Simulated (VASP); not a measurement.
Output of a VASP run:

File OSZICAR:
```
       N       E                     dE             d eps       ncg     rms          rms(c)
DAV:   1     0.241727860847E+03    0.24173E+03   -0.17811E+04   800   0.157E+03
DAV:   2    -0.156415871309E+02   -0.25737E+03   -0.24950E+03  1040   0.389E+02
DAV:   3    -0.258852417813E+02   -0.10244E+02   -0.10212E+02   956   0.770E+01
DAV:   4    -0.262200273778E+02   -0.33479E+00   -0.33428E+00  1376   0.118E+01
DAV:   5    -0.262218078566E+02   -0.17805E-02   -0.17802E-02   936   0.879E-01    0.821E+00
DAV:   6    -0.244096108664E+02    0.18122E+01   -0.75960E+00   892   0.213E+01    0.402E+00
DAV:   7    -0.243991769504E+02    0.10434E-01   -0.23967E-01  1060   0.339E+00    0.257E+00
DAV:   8    -0.244025278534E+02   -0.33509E-02   -0.72201E-02   924   0.291E+00    0.281E-01
DAV:   9    -0.244026809015E+02   -0.15305E-03   -0.15229E-02  1040   0.927E-01    0.134E-01
DAV:  10    -0.244029469983E+02   -0.26610E-03   -0.11715E-03  1028   0.274E-01    0.898E-02
DAV:  11    -0.244030548236E+02   -0.10783E-03   -0.43396E-04   944   0.167E-01    0.486E-02
DAV:  12    -0.244030256505E+02    0.29173E-04   -0.15071E-04   928   0.888E-02    0.445E-03
DAV:  13    -0.244030259656E+02   -0.31517E-06   -0.19029E-06   992   0.112E-02    0.296E-03
DAV:  14    -0.244030257609E+02    0.20472E-06   -0.73756E-07   928   0.698E-03    0.196E-03
DAV:  15    -0.244030258521E+02   -0.91157E-07   -0.29532E-08   628   0.151E-03
   1 F= -.24403026E+02 E0= -.24403026E+02  d E =-.153352E-19
```

**OUTCAR**
```
------------------------ aborting loop because EDIFF is reached ----------------------------------------
  FORCE on cell =-STRESS in cart. coord.  units (eV):
  Direction    XX          YY          ZZ          XY          YZ          ZX
  --------------------------------------------------------------------------------------
  Total        1.9555778      1.9555778      1.9555778      0.0000000     -0.0000000      0.0000000
  in kB       51.7672425     51.7672425     51.7672425      0.0000000     -0.0000000      0.0000000
  external PRESSURE =      51.7672425 kB  Pullay stress =       0.0000000 kB
  volume of cell :       60.52
      direct lattice vectors                 reciprocal lattice vectors
     3.926240379  0.000000000  0.000000000     0.254696581  0.000000000  0.000000000
     0.000000000  3.926240379  0.000000000     0.000000000  0.254696581  0.000000000
     0.000000000  0.000000000  3.926240379     0.000000000  0.000000000  0.254696581
 POSITION                                       TOTAL-FORCE (eV/Angst)
 -----------------------------------------------------------------------------------
      0.00000      0.00000      0.00000         0.000000      0.000000      0.000000
      1.96312      1.96312      1.96312         0.000000      0.000000      0.000000
      1.96312      0.00000      1.96312         0.000000      0.000000      0.000000
      0.00000      1.96312      1.96312         0.000000      0.000000      0.000000
      1.96312      1.96312      0.00000         0.000000      0.000000      0.000000
 -----------------------------------------------------------------------------------
    total drift:                                0.000000      0.000000     -0.000000
  FREE ENERGIE OF THE ION-ELECTRON SYSTEM (eV)
  ---------------------------------------------------
  free  energy   TOTEN  =       -24.4030258521 eV

  energy  without entropy=      -24.4030258521  energy(sigma->0) =      -24.40302585
```
(Selected blocks of OUTCAR.)

### POSCAR
```
KMgF3
1
    3.9262403791     0.0000000000     0.0000000000
    0.0000000000     3.9262403791     0.0000000000
    0.0000000000     0.0000000000     3.9262403791
K Mg F
1 1 3
Direct
  0.0000000000   0.0000000000   0.0000000000
  0.5000000000   0.5000000000   0.5000000000
  0.5000000000   0.0000000000   0.5000000000
  0.0000000000   0.5000000000   0.5000000000
  0.5000000000   0.5000000000   0.0000000000
```

Q: Write an INCAR and KPOINTS that could have produced this output.

A: Several could match; the one computed here: the input of the run itself, AM05 GGA, plane waves, VASP's PBE PAW potentials (set 64).

**INCAR**
```
LREAL=.False.   # projection in real space or not
GGA=AM
LASPH=.True.   # aspherical one-centre terms
ENCUT=520   # plane-wave cut-off (eV)
LWAVE=.False.
SYSTEM=KMgF3
NELM=100
EDIFF=1E-7
ISMEAR=0   # Gaussian
ISIF=2   # forces and stress, cell fixed
ALGO=Normal   # blocked Davidson
PREC=Accurate
LCHARG=.False.
SIGMA=0.05   # width (eV)
```

### KPOINTS
```
K-points
0
Gamma
6 6 6
```

POTCAR, in this order: K_sv Mg F (PBE.64 set). Program: vasp_std.

The compound is KMgF3 in the cubic perovskite structure. This cell is one point of a volume scan, at 0.94 of the reference volume.
